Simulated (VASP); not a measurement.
Here is the system:

```
AlNi3
1.0
    3.58969     0.00000     0.00000
    0.00000     3.58969     0.00000
    0.00000     0.00000     3.58969
Al Ni
1 3
Direct
  0.00000   0.00000   0.00000
  0.00000   0.50000   0.50000
  0.50000   0.00000   0.50000
  0.50000   0.50000   0.00000
```
Starting moments (μB, in the order of the record's atoms Al Ni Ni Ni): 0.0 0.5 0.5 0.5.

Computed with revPBE GGA, VASP's PBE PAW potentials (set 64) (plane waves; VASP). Numerical set-up: 520 eV cut-off, 8×8×8 Γ-centred mesh, first-order Methfessel-Paxton smearing of 0.10 eV, potentials Al Ni.

Predict the cell moment, energy per atom (σ→0), band gap (on the k-mesh) with the smallest direct gap where there is one.

* **band gap (on the k-mesh)**: none (metal, semimetal or under 0.01 eV)
* **cell moment**: 0.77 μB
* **energy per atom (σ→0)**: -5.109 eV/atom

Give the moment on each site (PAW-sphere projection).

```
site  moment (μB)
----  -----------
Al1         -0.01
Ni2          0.28
Ni3          0.28
Ni4          0.28
```

Only differences to runs with the same potentials and settings are physical.

The compound is Ni3Al in the L1_2 structure. It was relaxed first. The start is the result of an earlier pass.
